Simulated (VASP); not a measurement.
Output of a VASP run:

File OSZICAR:
```
       N       E                     dE             d eps       ncg     rms          rms(c)
DAV:   1     0.241101873792E+03    0.24110E+03   -0.99643E+03  3998   0.410E+02
DAV:   2    -0.325426096667E+02   -0.27364E+03   -0.25450E+03  4404   0.166E+02
DAV:   3    -0.505152166947E+02   -0.17973E+02   -0.17431E+02  6728   0.383E+01
DAV:   4    -0.509508246743E+02   -0.43561E+00   -0.43373E+00  4731   0.493E+00
DAV:   5    -0.509584988124E+02   -0.76741E-02   -0.76735E-02  4763   0.567E-01    0.688E+00
DAV:   6    -0.466515409911E+02    0.43070E+01   -0.17231E+00  6691   0.583E+00    0.447E+00
DAV:   7    -0.426244466555E+02    0.40271E+01   -0.68703E-01  5540   0.445E+00    0.111E+00
DAV:   8    -0.446625623676E+02   -0.20381E+01   -0.81016E-01  5157   0.331E+00    0.806E-01
DAV:   9    -0.441540914518E+02    0.50847E+00   -0.34976E-01  4271   0.231E+00    0.657E-01
DAV:  10    -0.454280190272E+02   -0.12739E+01   -0.33174E-01  4146   0.239E+00    0.379E-01
DAV:  11    -0.440756393010E+02    0.13524E+01   -0.31728E-01  4049   0.226E+00    0.101E-01
DAV:  12    -0.441677410658E+02   -0.92102E-01   -0.56913E-02  4032   0.984E-01    0.153E-01
DAV:  13    -0.441737442075E+02   -0.60031E-02   -0.26372E-03  5328   0.148E-01    0.153E-01
DAV:  14    -0.441834079053E+02   -0.96637E-02   -0.80166E-04  4213   0.117E-01    0.904E-02
DAV:  15    -0.441889375799E+02   -0.55297E-02   -0.16512E-03  4368   0.162E-01    0.145E-01
DAV:  16    -0.441898050524E+02   -0.86747E-03   -0.13412E-03  4183   0.144E-01    0.705E-02
DAV:  17    -0.441899610615E+02   -0.15601E-03   -0.12996E-04  4561   0.425E-02    0.266E-02
DAV:  18    -0.441900001145E+02   -0.39053E-04   -0.69883E-05  4193   0.313E-02    0.200E-02
DAV:  19    -0.441901289361E+02   -0.12882E-03   -0.59322E-05  4151   0.282E-02    0.609E-03
DAV:  20    -0.441901408851E+02   -0.11949E-04   -0.92949E-06  4399   0.116E-02    0.487E-03
DAV:  21    -0.441901412684E+02   -0.38336E-06   -0.68658E-07  4679   0.288E-03    0.283E-03
DAV:  22    -0.441901413677E+02   -0.99324E-07   -0.15908E-07  4137   0.123E-03
   1 F= -.44190141E+02 E0= -.44190141E+02  d E =-.118370E-51
 imaginary and real dielectric function
```

**OUTCAR**
```
------------------------ aborting loop because EDIFF is reached ----------------------------------------
  FORCE on cell =-STRESS in cart. coord.  units (eV):
  Direction    XX          YY          ZZ          XY          YZ          ZX
  --------------------------------------------------------------------------------------
  Total        0.0071709      0.0071709      0.0601693      0.0000000     -0.0000000     -0.0000000
  in kB        0.1279507      0.1279507      1.0736004      0.0000000     -0.0000000     -0.0000000
  external PRESSURE =       0.4431673 kB  Pullay stress =       0.0000000 kB
  volume of cell :       89.79
      direct lattice vectors                 reciprocal lattice vectors
     3.894058877  0.000000000  0.000000000     0.256801459  0.148264400  0.000000000
    -1.947029438  3.372353723  0.000000000     0.000000000  0.296528799  0.000000000
     0.000000000  0.000000000  6.837656210     0.000000000  0.000000000  0.146248944
 POSITION                                       TOTAL-FORCE (eV/Angst)
 -----------------------------------------------------------------------------------
      1.94703      1.12412      1.26887         0.000000     -0.000000     -0.004947
     -0.00000      2.24824      5.56879        -0.000000      0.000000      0.004947
      1.94703      1.12412      5.81509        -0.000000     -0.000000      0.003427
     -0.00000      2.24824      1.02256        -0.000000      0.000000     -0.003427
      0.00000      0.00000      0.00000        -0.000000      0.000000      0.000000
      0.00000      0.00000      3.41883        -0.000000      0.000000      0.000000
 -----------------------------------------------------------------------------------
    total drift:                                0.000000      0.000000      0.000000
  FREE ENERGIE OF THE ION-ELECTRON SYSTEM (eV)
  ---------------------------------------------------
  free  energy   TOTEN  =       -44.1901413677 eV

  energy  without entropy=      -44.1901413677  energy(sigma->0) =      -44.19014137

 plasma frequency squared (from intraband transitions) (eV^2)
  --------------------------------------------------------------------------------------
       0.000       0.000       0.000
       0.000       0.000       0.000
       0.000       0.000       0.000

 plasma frequency squared (from interband transitions, int dw w eps(2)(w)) (eV^2)
  --------------------------------------------------------------------------------------
     380.808       0.000       0.000      -0.000      -0.000       0.000
       0.000       0.000     380.808       0.000       0.000       0.000
      -0.000      -0.000       0.000      -0.000     380.674       0.000
```
(Selected blocks of OUTCAR.)

File POSCAR:
```
Ca2H3Br
1
    3.8940588766     0.0000000000     0.0000000000
   -1.9470294383     3.3723537230     0.0000000000
    0.0000000000     0.0000000000     6.8376562095
Ca H Br
2 3 1
Direct
  0.6666670000   0.3333330000   0.1855705559
  0.3333330000   0.6666670000   0.8144294441
  0.6666670000   0.3333330000   0.8504509859
  0.3333330000   0.6666670000   0.1495490141
  0.0000000000   0.0000000000   0.0000000000
  0.0000000000   0.0000000000   0.5000000000
```

Question: Reconstruct the remaining input files.

Answer: One answer among several that fit: the input of the run itself, r2SCAN meta-GGA, plane waves, VASP's PBE PAW potentials (set 64).

File KPOINTS:
```
Automatic mesh
0
Gamma
8 8 4
0 0 0
```

**INCAR**
```
! general
SYSTEM  = Ca2H3Br
PREC    = Accurate
ENCUT   = 400   ! plane-wave cut-off (eV)
LREAL   = .False.
LASPH   = .True.
NBANDS  = 57

! electronic loop
EDIFF   = 1E-7
NELM    = 100   ! most electronic steps
ALGO    = Normal
LMAXMIX = 4   ! l cut-off of mixed one-centre charges
LMIXTAU = .True.

! smearing
ISMEAR  = 0   ! Gaussian
SIGMA   = 0.01

! functional
METAGGA = R2SCAN

! output
LWAVE   = .False.
LCHARG  = .False.
NEDOS   = 1001   ! DOS grid

! other
LOPTICS = .True.
LPEAD   = .True.
CSHIFT  = 0.1
```

POTCAR, in this order: Ca_sv H Br (PBE.64 set). Program: vasp_std.

The dielectric response may not be converged in the k-mesh; for small gaps it tends to come out too large.

The structure comes from a computed database's Ca2H3Br entry (P-3m1); how it stands against other phases isn't given here. It was relaxed first.
